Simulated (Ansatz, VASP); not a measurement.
# H30C179 (C(110) slab, H on the bottom face) in two plane-wave programs

One calculation is typed for both programs; each brings its own data sets. How far apart do they land? The cell is taken from a series of runs on this material, whose earlier steps may have relaxed, scaled, displaced or heated it; both programs get it as it stands.

Method: plane waves, with VASP 6.6.1 beside it; single point at PBE with D3(BJ), in Ansatz 0.2.0.

## (1) Set-up

The cell holds 209 atoms: 179 C and 30 H. Cell: a = 12.611 Å, b = 10.701 Å, c = 19.196 Å, α = 90.0°, β = 90.0°, γ = 90.0°. It derives from C (diamond-structure). As first built, before any earlier steps moved the atoms (in the runner's words): diamond-structure C (a = 3.567 A), (110) slab of 6 atomic planes, 5 x 3 surface cells, H on the broken bonds of the bottom face; displaced by a Gaussian of 0.02 A. Vacuum lies along c. Nearest the centre at fractional (0.698, 0.919, 0.554): C79 at 1.60 Å, C173 at 1.62 Å, C115 at 1.68 Å, C176 at 1.89 Å, C179 at 2.33 Å, C164 at 2.47 Å, C78 at 2.47 Å, C82 at 2.48 Å.

## (2) Ansatz: single point, PBE with D3(BJ)

Ansatz runs on its PAW soft_1 files.

A single point gives forces, pressure and levels at one fixed geometry, so differences don't come from the geometry; what else differs is listed under the comparison.

Contents of input.yaml:

```yaml
crystal:
  lattice:
    - [12.611249442462075, 0.0, 0.0]
    - [0.0, 10.701000000000002, 0.0]
    - [0.0, 0.0, 19.19560599444226]
  atoms:
    - { symbol: C, position: [0.9004663701283445, 0.16543811650922363, 0.35867546358333857] }
    - { symbol: C, position: [0.9996068359479693, 0.08515732455504221, 0.3587620981339842] }
    - { symbol: C, position: [0.002169162041519057, 0.999737650551266, 0.4243039750421066] }
    - { symbol: C, position: [0.8990233057415915, 0.2541708549316565, 0.42472309033448047] }
    - { symbol: C, position: [0.9009817407719647, 0.1686186832297117, 0.48948326275247456] }
    - { symbol: C, position: [1.0006707187070327, 0.08394120942256572, 0.489502826622561] }
    - { symbol: C, position: [0.0013382684073440657, 0.0006782346829685125, 0.5550695140615761] }
    - { symbol: C, position: [0.9005608120424149, 0.2508276165994356, 0.5548894320641145] }
    - { symbol: C, position: [0.9014520687821425, 0.16376883869208037, 0.6220837272321036] }
    - { symbol: C, position: [0.0009429473921219114, 0.08636320092568298, 0.6219446608905794] }
    - { symbol: C, position: [0.0016087288737910814, -0.008090286057664844, 0.6786333119753409] }
    - { symbol: C, position: [0.9004134369098556, 0.2594871415839611, 0.6775848886308532] }
    - { symbol: C, position: [0.0993585188266587, 0.1676590623363262, 0.3580018398234384] }
    - { symbol: C, position: [0.201026487089959, 0.07857562991380519, 0.36034036039678036] }
    - { symbol: C, position: [0.20077955783034795, 0.9990910567816771, 0.42478814725788794] }
    - { symbol: C, position: [0.09989167212873176, 0.2500368542069534, 0.42356282979270327] }
    - { symbol: C, position: [0.10075631396017656, 0.1666304369814323, 0.48945524811303065] }
    - { symbol: C, position: [0.2006021869638251, 0.08353873788769994, 0.4896778451784765] }
    - { symbol: C, position: [0.20056943848707412, -2.0684753906602905e-05, 0.554826196654203] }
    - { symbol: C, position: [0.10053844112565521, 0.25049002172545765, 0.5546496230368039] }
    - { symbol: C, position: [0.10080108971266126, 0.1632617293503225, 0.6217831435455518] }
    - { symbol: C, position: [0.20056239417828473, 0.08615554045469548, 0.6217503666286622] }
    - { symbol: C, position: [0.2006849520961382, -0.008665780207144543, 0.6780444028397457] }
    - { symbol: C, position: [0.10058236279960908, 0.2594056094750728, 0.6773074397277661] }
    - { symbol: C, position: [0.9005101437425587, 0.5014118396663177, 0.36069296729874256] }
    - { symbol: C, position: [3.465763685513194e-05, 0.4157833765840463, 0.3586114281682637] }
    - { symbol: C, position: [0.0019222178383802566, 0.3333749194225665, 0.42492377711411927] }
    - { symbol: C, position: [0.8995939072206226, 0.5853816754361151, 0.42455035355205173] }
    - { symbol: C, position: [0.9001255082286937, 0.501316649624952, 0.4900365383944197] }
    - { symbol: C, position: [1.0006739200128016, 0.4178996319128397, 0.48992611924805257] }
    - { symbol: C, position: [1.000696705644262, 0.3334701976120326, 0.554908638476543] }
    - { symbol: C, position: [0.899955793385094, 0.5849791789281967, 0.555414159157804] }
    - { symbol: C, position: [0.9005418586102745, 0.49629080773553846, 0.6221093105094105] }
    - { symbol: C, position: [1.0005450141463343, 0.41955836125265994, 0.6221203650621031] }
    - { symbol: C, position: [0.0005096355223833549, 0.32313767743255445, 0.6777864139195312] }
    - { symbol: C, position: [0.9013345879704439, 0.5911755298389693, 0.6783241728318231] }
    - { symbol: C, position: [0.30085423014146506, 0.16823462073936768, 0.35742614484550345] }
    - { symbol: C, position: [0.39941881444837524, 0.08354876412576298, 0.35725039497494576] }
    - { symbol: C, position: [0.40111273482085863, 0.0021411222735727127, 0.42500030661907456] }
    - { symbol: C, position: [0.30104062666226705, 0.24968291454849115, 0.4230784593415492] }
    - { symbol: C, position: [0.30035804177848624, 0.16677808171384884, 0.4891484438806182] }
    - { symbol: C, position: [0.40056992403573016, 0.08430441064562466, 0.48974207549940746] }
    - { symbol: C, position: [0.3996140100631541, 0.00031356985254777015, 0.5548979566355166] }
    - { symbol: C, position: [0.30032293758447093, 0.25046421081052395, 0.5544431645933252] }
    - { symbol: C, position: [0.300255852378937, 0.163133309703719, 0.6215748476025301] }
    - { symbol: C, position: [0.40018640507668357, 0.08601992523653022, 0.6217132760892571] }
    - { symbol: C, position: [0.3996461272963437, -0.0083644602148778, 0.6783659815080041] }
    - { symbol: C, position: [0.30045161070450394, 0.25910316725465354, 0.6771559767905466] }
    - { symbol: C, position: [0.10075024825284389, 0.5006228897394938, 0.3580536945967294] }
    - { symbol: C, position: [0.20253513463326558, 0.42035868274290195, 0.35776154746174194] }
    - { symbol: C, position: [0.1973485613386023, 0.33323164001936256, 0.4238894326901761] }
[... 55 lines left out ...]
    - { symbol: C, position: [0.20047884138593725, 0.7538240038561417, 0.6227191620337286] }
    - { symbol: C, position: [0.20049941114816142, 0.6567763386473123, 0.6778005227012519] }
    - { symbol: C, position: [0.10058516129013588, 0.9277986876368219, 0.6783701557827119] }
    - { symbol: C, position: [0.6994879241324056, 0.16845250497635514, 0.35920781368093146] }
    - { symbol: C, position: [0.7997336346701076, 0.08309280308313259, 0.3593668875998929] }
    - { symbol: C, position: [0.8005350045201991, 0.0010188253002917998, 0.424993431548369] }
    - { symbol: C, position: [0.7003947503067293, 0.251737139281401, 0.42406410297304264] }
    - { symbol: C, position: [0.7004077229487244, 0.16725256154476062, 0.4895796412471608] }
    - { symbol: C, position: [0.799966637897833, 0.08328419751510166, 0.49013679495949675] }
    - { symbol: C, position: [0.8086528595978597, 1.0070333097599038, 0.5546860397320544] }
    - { symbol: C, position: [0.7004852570603093, 0.25013558099576966, 0.5547262526449906] }
    - { symbol: C, position: [0.7006166613788519, 0.16183348505800815, 0.621214761684707] }
    - { symbol: C, position: [0.8002101773108151, 0.08399928023200424, 0.6214801325588244] }
    - { symbol: C, position: [0.8022904431939919, 0.9914381147979816, 0.6795110005722876] }
    - { symbol: C, position: [0.7004656567905828, 0.2577682409927446, 0.6769812293240978] }
    - { symbol: C, position: [0.499317359642893, 0.5007586095672281, 0.3574677982028711] }
    - { symbol: C, position: [0.5994115572620818, 0.41662931867002917, 0.35990891795129204] }
    - { symbol: C, position: [0.6006453560164988, 0.33618047031534404, 0.42479567021730247] }
    - { symbol: C, position: [0.5017276611925041, 0.5811050351738779, 0.4239653460463891] }
    - { symbol: C, position: [0.5006983494338161, 0.4999502106649737, 0.48997347338332264] }
    - { symbol: C, position: [0.6004209146335289, 0.4176385702478635, 0.49041378142256636] }
    - { symbol: C, position: [0.600511321677972, 0.33297730691622834, 0.5550306512812654] }
    - { symbol: C, position: [0.500607143907288, 0.5844498092933351, 0.5552708700219917] }
    - { symbol: C, position: [0.5002526383209523, 0.49600265491440293, 0.6220990534739481] }
    - { symbol: C, position: [0.6004325809253177, 0.41919477415566014, 0.6222139439248248] }
    - { symbol: C, position: [0.600636373614999, 0.32206956037089796, 0.6775594169178706] }
    - { symbol: C, position: [0.49956046376986774, 0.591173205656231, 0.6782320394467345] }
    - { symbol: C, position: [0.2984747706048101, 0.837245883383477, 0.35863008810233843] }
    - { symbol: C, position: [0.3993394957098018, 0.7489542606558545, 0.36030032423867636] }
    - { symbol: C, position: [0.3986257724791185, 0.6637893726884473, 0.4233096330690538] }
    - { symbol: C, position: [0.3002341380850642, 0.9168731249233678, 0.42431747418646376] }
    - { symbol: C, position: [0.30037350636727467, 0.8325499025257392, 0.4897054820357376] }
    - { symbol: C, position: [0.40003355172869176, 0.7492367605177072, 0.48956316769336056] }
    - { symbol: C, position: [0.4005491244874335, 0.6665729380736456, 0.5551956484622875] }
    - { symbol: C, position: [0.30049046379185285, 0.9165255841611947, 0.554903064356788] }
    - { symbol: C, position: [0.3005650513463231, 0.830694620819197, 0.6228529875686429] }
    - { symbol: C, position: [0.40075624394466297, 0.754017300750776, 0.622970006075035] }
    - { symbol: C, position: [0.4001378229182194, 0.6563304209843674, 0.6778377626736868] }
    - { symbol: C, position: [0.30048989076100224, 0.927603479417903, 0.6782193155884989] }
    - { symbol: C, position: [0.699710597627252, 0.5032650206935376, 0.35665801840113787] }
    - { symbol: C, position: [0.7999665328339066, 0.4195265486247955, 0.3593206084080264] }
    - { symbol: C, position: [0.8012208999528875, 0.335301208216976, 0.4237671117925641] }
    - { symbol: C, position: [0.697991483731879, 0.5858676824112119, 0.42498522413634887] }
    - { symbol: C, position: [0.69982797170311, 0.5013101216718014, 0.4901732314306744] }
    - { symbol: C, position: [0.8001642090940897, 0.4183397925048911, 0.48983124656573185] }
    - { symbol: C, position: [0.8003690398428394, 0.3334369853001927, 0.5548097570450135] }
    - { symbol: C, position: [0.7001812169244949, 0.58495299182432, 0.5557279918771871] }
    - { symbol: C, position: [0.7003348145759652, 0.49622355073792307, 0.6224049502362458] }
    - { symbol: C, position: [0.8003277432842864, 0.41944197086286145, 0.6221488116694812] }
    - { symbol: C, position: [0.8001910230181607, 0.32249394332301057, 0.6776015579539524] }
    - { symbol: C, position: [0.7004120310173322, 0.5902496097669422, 0.679185687730099] }
    - { symbol: C, position: [0.5012330978894276, 0.8333132733592227, 0.35800836384824236] }
    - { symbol: C, position: [0.5993192519283416, 0.756459436876312, 0.3590571934385811] }
    - { symbol: C, position: [0.5991086736402184, 0.6680243846536471, 0.42400265406956494] }
    - { symbol: C, position: [0.5001253148653717, 0.9169916711958221, 0.42398948263152025] }
    - { symbol: C, position: [0.4996807939713522, 0.8331755897582332, 0.48957451096760873] }
    - { symbol: C, position: [0.6002610908562563, 0.75271161525099, 0.49085401336425655] }
    - { symbol: C, position: [0.6008847062763529, 0.6681475757014791, 0.5561243676840174] }
    - { symbol: C, position: [0.5017834557281194, 0.9164133657539819, 0.5548311018481393] }
    - { symbol: C, position: [0.5010188161694368, 0.8311825671846526, 0.6240123200103279] }
    - { symbol: C, position: [0.6004636386293601, 0.7536646195649809, 0.6245969503855368] }
    - { symbol: C, position: [0.5995974026782442, 0.6529085148668717, 0.6793878436707185] }
    - { symbol: C, position: [0.5004079671115166, 0.9282712760057921, 0.6795774573253074] }
    - { symbol: C, position: [0.6983602294919218, 0.8339989482580652, 0.3589513595528862] }
    - { symbol: C, position: [0.8002415029096475, 0.7508949959718452, 0.35872240006729733] }
    - { symbol: C, position: [0.7972607600872458, 0.6673131995723627, 0.4240991135536717] }
    - { symbol: C, position: [0.6999329646632978, 0.9167531403176451, 0.42363214609578975] }
    - { symbol: C, position: [0.6987056020618406, 0.8321070575387967, 0.4855086564459089] }
    - { symbol: C, position: [0.798492931888894, 0.7537408636407235, 0.49107199088565734] }
    - { symbol: C, position: [0.799379964018563, 0.6684732712997982, 0.5561713838584953] }
    - { symbol: C, position: [0.7006759114832062, 0.8219821261811923, 0.6362155080910425] }
    - { symbol: C, position: [0.8004553192386986, 0.7535556964017099, 0.6248468017245645] }
    - { symbol: C, position: [0.8013239537456907, 0.6528130088486854, 0.67962954252651] }
    - { symbol: C, position: [0.7006426302922816, 0.9257881496907496, 0.6758876217029904] }
    - { symbol: H, position: [0.9004356298572642, 0.22346600579831907, 0.3138454451695424] }
    - { symbol: H, position: [0.9997947112727783, 0.027920385105298165, 0.312793722214098] }
    - { symbol: H, position: [0.10019500360203544, 0.2295219979103231, 0.3111118063694236] }
    - { symbol: H, position: [0.20362143807410488, 0.024431593122106653, 0.31120847966772913] }
    - { symbol: H, position: [0.9006499360062629, 0.5573632247504343, 0.3107889592755616] }
    - { symbol: H, position: [0.0010524241718491165, 0.35823158795615806, 0.31423403308784986] }
    - { symbol: H, position: [0.3010022021936573, 0.2248457429745041, 0.3113856183157319] }
    - { symbol: H, position: [0.40118090606042084, 0.025458506720489223, 0.3130035502680154] }
    - { symbol: H, position: [0.09965675669241077, 0.5580465817235946, 0.3118727109076076] }
    - { symbol: H, position: [0.20047532909645027, 0.36217535067248996, 0.31364931677290664] }
    - { symbol: H, position: [0.8977526809622092, 0.8903936334638823, 0.31214840442580555] }
    - { symbol: H, position: [0.0013894643704642625, 0.6931447319158974, 0.31212285388760097] }
    - { symbol: H, position: [0.5018339460278353, 0.22894806084323469, 0.31330837640302944] }
    - { symbol: H, position: [0.6007372979657714, 0.023199684255216204, 0.31211151485765204] }
    - { symbol: H, position: [0.29946981941229056, 0.5591784283535363, 0.3146395766786607] }
    - { symbol: H, position: [0.40250978729885883, 0.3571805382670241, 0.31193605012307585] }
    - { symbol: H, position: [0.10156555852072441, 0.8954216891285952, 0.31160075311018254] }
    - { symbol: H, position: [0.20076372905163087, 0.6928223164368953, 0.31260140109752665] }
    - { symbol: H, position: [0.6997522282803166, 0.2246577247568308, 0.31330620389933983] }
    - { symbol: H, position: [0.7988443398078916, 0.02324383504793749, 0.3135322047015617] }
    - { symbol: H, position: [0.4994829249941797, 0.5553777419220577, 0.3125641681130646] }
    - { symbol: H, position: [0.6019162216952618, 0.3588031751107867, 0.3127662979953739] }
    - { symbol: H, position: [0.2998231028962805, 0.894178897635003, 0.3113261525872972] }
    - { symbol: H, position: [0.40001618983071785, 0.6937186021040949, 0.3130310425741377] }
    - { symbol: H, position: [0.6991128951208945, 0.561176834871894, 0.31359195774814436] }
    - { symbol: H, position: [0.8016734838571712, 0.35689014243968437, 0.31329607476020077] }
    - { symbol: H, position: [0.5013807912974079, 0.8920277536740852, 0.3125999133760816] }
    - { symbol: H, position: [0.6028075748532049, 0.6937087738543405, 0.31371581345249827] }
    - { symbol: H, position: [0.7008444176999502, 0.8940566859461503, 0.3132691219458933] }
    - { symbol: H, position: [0.7984986137191558, 0.6939405281874751, 0.3126826910473926] }
kpoints:
  mp_grid:
    grid: [1, 1, 1]
hamiltonian:
  xc: pbe
  dispersion: d3bj
  pseudopotentials:
    kind: paw
    xc_functional: pbe
    azcp:
      folder: "./paw"
scf:
  occupations:
    method: fermi_dirac
    width: 0.05
output:
  populations: intrinsic
  forces: true
  eigenvalues: true
```

Run with:

```
> python defect.py
```

[end of part 1 of 2]

[Lines on the potential files, build, host, timing and source positions are cut from VASP's logs without a mark.]

[Logs are printed without paths, hosts, clocks, repeated set-up lines and the standing remarks that a program may print on its own settings, such as how far it seeks lower states.]

[Hosts, paths, dates, database ids (printed as entryN), source tags and the programs' standing remarks are cut or masked in the printed files.]
